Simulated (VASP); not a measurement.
Calculation: RPBE GGA, VASP's PBE PAW potentials (set 64) (plane waves; VASP).

Input for VASP

**POSCAR**
```
KMgF3
1
    4.1251990214    -0.0000000000    -0.0000000000
    0.0000000000     4.1251990214    -0.0000000000
   -0.0000000000     0.0000000000     4.1251990214
K Mg F
1 1 3
Direct
  0.0000000000   0.0000000000   0.0000000000
  0.5000000000   0.5000000000   0.5000000000
  0.5000000000   0.0000000000   0.5000000000
  0.0000000000   0.5000000000   0.5000000000
  0.5000000000   0.5000000000   0.0000000000
```

INCAR:
```
ALGO = Normal
EDIFF = 1E-7
ENCUT = 520
GGA = RP
ICHARG = 11
ISMEAR = 0
LASPH = .TRUE.
LCHARG = .FALSE.
LORBIT = 11
LREAL = .FALSE.
LWAVE = .FALSE.
NELM = 100
PREC = Accurate
SIGMA = 0.05
SYSTEM = KMgF3
```

KPOINTS:
```
k-points along high-symmetry lines
15
Line-mode
Reciprocal
  0.000000   0.000000   0.000000 ! GAMMA
  0.000000   0.500000   0.000000 ! X

  0.000000   0.500000   0.000000 ! X
  0.500000   0.500000   0.000000 ! M

  0.500000   0.500000   0.000000 ! M
  0.000000   0.000000   0.000000 ! GAMMA

  0.000000   0.000000   0.000000 ! GAMMA
  0.500000   0.500000   0.500000 ! R

  0.500000   0.500000   0.500000 ! R
  0.000000   0.500000   0.000000 ! X

  0.500000   0.500000   0.500000 ! R
  0.500000   0.500000   0.000000 ! M
```

POTCAR, in this order: K_sv Mg F (PBE.64 set). Program: vasp_std. Read from the step before: CHGCAR.

Output of the run:

File OUTCAR:
```
 ion  position               nearest neighbor table
   1  0.000  0.000  0.000-   2 3.57   2 3.57   2 3.57   2 3.57   2 3.57   2 3.57   2 3.57   2 3.57
  LATTYP: Found a simple cubic cell.
 ALAT       =     4.1251990214
 Subroutine PRICEL returns:
 Original cell was already a primitive cell.
 Subroutine GETGRP returns: Found 48 space group operations
The static configuration has the point symmetry O_h .
The dynamic configuration has the point symmetry O_h .
 Subroutine INISYM returns: Found 48 space group operations
   k-points           NKPTS =     90   k-points in BZ     NKDIM =     90   number of bands    NBANDS=     20
   number of dos      NEDOS =    301   number of ions     NIONS =      5
   total plane-waves  NPLWV =  32768
   dimension x,y,z NGX =    32 NGY =   32 NGZ =   32
   dimension x,y,z NGXF=    64 NGYF=   64 NGZF=   64
   ions per type =               1   1   3
   PREC   = accura    normal or accurate (medium, high low for compatibility)
   ISTART =      0    job   : 0-new  1-cont  2-samecut
   ICHARG =     11    charge: 1-file 2-atom 10-const
   ISPIN  =      1    spin polarized calculation?
   LNONCOLLINEAR =      F non collinear calculations
   LSORBIT =      F    spin-orbit coupling
   INIWAV =      1    electr: 0-lowe 1-rand  2-diag
   ENCUT  =  520.0 eV  38.22 Ry    6.18 a.u.   7.67  7.67  7.67*2*pi/ulx,y,z
   NELM   =    100;   NELMIN=  2; NELMDL= -5     # of ELM steps
   EDIFF  = 0.1E-06   stopping-criterion for ELM
   LREAL  =      F    real-space projection
   NLSPLINE    = F    spline interpolate recip. space projectors
   LMAXMIX     =    2 max onsite mixed and CHGCAR
   VOSKOWN=      0    Vosko Wilk Nusair interpolation
   EDIFFG = 0.1E-05   stopping-criterion for IOM
   NSW    =      0    number of steps for IOM
   NBLOCK =      1;   KBLOCK =      1    inner block; outer block
   IBRION =     -1    ionic relax: 0-MD 1-quasi-New 2-CG
   NFREE  =      0    steps in history (QN), initial steepest desc. (CG)
   ISIF   =      2    stress and relaxation
   ISYM   =      2    0-nonsym 1-usesym 2-fastsym
   TEIN   =    0.0    initial temperature
   TEBEG  =    0.0;   TEEND  =   0.0 temperature during run
   SMASS  =  -3.00    Nose mass-parameter (am)
...
```

### OSZICAR
```
       N       E                     dE             d eps       ncg     rms          rms(c)
DAV:   1     0.235763305694E+03    0.23576E+03   -0.17230E+04  3600   0.154E+03
DAV:   2    -0.111624965747E+02   -0.24693E+03   -0.23696E+03  4980   0.372E+02
DAV:   3    -0.225690861526E+02   -0.11407E+02   -0.11366E+02  4292   0.781E+01
DAV:   4    -0.229738743209E+02   -0.40479E+00   -0.40418E+00  6416   0.120E+01
DAV:   5    -0.229752513903E+02   -0.13771E-02   -0.13769E-02  4164   0.715E-01
DAV:   6    -0.229752946320E+02   -0.43242E-04   -0.43241E-04  5224   0.741E-02
DAV:   7    -0.229752950871E+02   -0.45512E-06   -0.45509E-06  4496   0.983E-03
DAV:   8    -0.229752950993E+02   -0.12183E-07   -0.12249E-07  3432   0.138E-03
   1 F= -.22975295E+02 E0= -.22975295E+02  d E =-.122773E-20
```

File OUTCAR:
```
 val. band max:       -1.8774370594   @ k =   0.5000   0.5000   0.5000

 cond. band min:       4.9898041882   @ k =   0.0000   0.0000   0.0000



 k-point     1 :       0.0000    0.0000    0.0000
  band No.  band energies     occupation
      1     -27.9293      2.00000
      2     -21.8457      2.00000
      3     -21.3341      2.00000
      4     -21.3341      2.00000
      5     -11.3571      2.00000
      6     -11.3571      2.00000
      7     -11.3571      2.00000
      8      -4.0524      2.00000
      9      -4.0524      2.00000
     10      -4.0524      2.00000
     11      -2.3995      2.00000
     12      -2.3995      2.00000
     13      -2.3995      2.00000
     14      -2.1913      2.00000
     15      -2.1913      2.00000
     16      -2.1913      2.00000
     17       4.9898      0.00000
     18       8.2654      0.00000
     19       8.2654      0.00000
     20      10.2000      0.00000

 k-point     2 :       0.0000    0.0357    0.0000
  band No.  band energies     occupation
      1     -27.9291      2.00000
      2     -21.8453      2.00000
      3     -21.3355      2.00000
      4     -21.3340      2.00000
      5     -11.3572      2.00000
      6     -11.3567      2.00000
      7     -11.3567      2.00000
      8      -4.0516      2.00000
      9      -4.0508      2.00000
     10      -4.0508      2.00000
     11      -2.4019      2.00000
     12      -2.4017      2.00000
     13      -2.4017      2.00000
     14      -2.2021      2.00000
     15      -2.1935      2.00000
     16      -2.1935      2.00000
     17       5.0109      0.00000
     18       8.2756      0.00000
     19       8.2770      0.00000
     20      10.2049      0.00000

 k-point     3 :       0.0000    0.0714    0.0000
  band No.  band energies     occupation
      1     -27.9286      2.00000
      2     -21.8416      2.00000
      3     -21.3395      2.00000
      4     -21.3337      2.00000
      5     -11.3574      2.00000
      6     -11.3555      2.00000
...
```

The density is held fixed in this step, so its total energy and stress have no physical meaning.

The compound is KMgF3 in the cubic perovskite structure. It was relaxed first, which changed the volume by +11 %.
